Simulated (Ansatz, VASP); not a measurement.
Two plane-wave programs on Al3Ag

```xyz
4
Lattice="3.9112 0.0000 0.0000 0.0000 3.9112 0.0000 0.0000 0.0000 3.9112" Properties=species:S:1:pos:R:3 pbc="T T T"
Al    0.0000    1.9556    1.9556
Al    1.9556    0.0000    1.9556
Al    1.9556    1.9556    0.0000
Ag    0.0000    0.0000    0.0000
```

The cell comes from a database or a generator and needn't be the stable form of this composition.

Alike in both runs: task single point; functional LDA; k mesh 6 × 6 × 6; no spin polarisation.

```csv
,VASP,Ansatz
version,VASP 6.6.1,Ansatz 0.2.0
potentials or method,"VASP PAW LDA potentials, release 64 (Al, Ag)","plane waves, PAW"
plane-wave cutoff (eV),520,500
occupations,"methfessel-paxton of order 1, width 0.15 eV","cold, width 0.15 eV"
valence electrons in the cell,20,28
```

```tsv
	VASP	Ansatz	Ansatz less VASP
gap on the k mesh at the Fermi level (eV)	none	none	-
pressure (GPa)	7.4	7.2	-0.20
```

A gap of «none» marks a metal or a gap that the smearing closes. The two sets of potentials don't hold the same shells in valence.
